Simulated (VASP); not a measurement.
Method: PBEsol GGA, VASP's PBE PAW potentials (set 64) (plane waves; VASP).

VASP input:

INCAR:
```
SYSTEM  =  Ba
PREC  =  Accurate; ENCUT  =  400; LREAL  =  F
LASPH  =  T
EDIFF  =  1E-6; NELM  =  100; ALGO  =  Normal
LMAXMIX  =  4
ISMEAR  =  1; SIGMA  =  0.1
GGA  =  PS
IBRION  =  2; NSW  =  60; ISIF  =  3
EDIFFG  =  -0.01
LWAVE  =  F; LCHARG  =  F
```

**POSCAR**
```
Ba
1.0
 -2.4474838059   2.4474838059   2.4474838059
  2.4474838059  -2.4474838059   2.4474838059
  2.4474838059   2.4474838059  -2.4474838059
Ba
1
direct
  0.0000000000   0.0000000000   0.0000000000
```

### KPOINTS
```
Automatic mesh
0
Gamma
10 10 10
0 0 0
```

POTCAR, in this order: Ba_sv (PBE.64 set). Program: vasp_std.

Unless said otherwise, spin-orbit coupling is left out, though it shifts the bands of the heavy elements here.

Question: What does the run give for the energy per atom (σ→0), band gap (on the k-mesh)?

Answer: 
The energy per atom (σ→0) comes out as -2.147 eV/atom and the band gap (on the k-mesh) is none (metal, semimetal or under 0.01 eV).

**OSZICAR**
```
...
DAV:   4    -0.215005711759E+01   -0.35553E-01   -0.35534E-01  1267   0.373E+00
DAV:   5    -0.215030766249E+01   -0.25054E-03   -0.25049E-03  1162   0.215E-01    0.175E+00
DAV:   6    -0.214830150041E+01    0.20062E-02   -0.31061E-03  1170   0.635E-01    0.103E+00
DAV:   7    -0.214724188795E+01    0.10596E-02   -0.62885E-03  1079   0.876E-01    0.439E-02
DAV:   8    -0.214734180069E+01   -0.99913E-04   -0.21484E-04  1260   0.104E-01    0.101E-02
DAV:   9    -0.214734461955E+01   -0.28189E-05   -0.42468E-06  1224   0.176E-02    0.344E-03
DAV:  10    -0.214734417156E+01    0.44799E-06   -0.22535E-07   624   0.383E-03
   1 F= -.21473442E+01 E0= -.21470609E+01  d E =-.214734E+01
```

The compound is Ba in the bcc structure. It was relaxed first, which changed the volume by -7 %. The start is the result of an earlier pass.
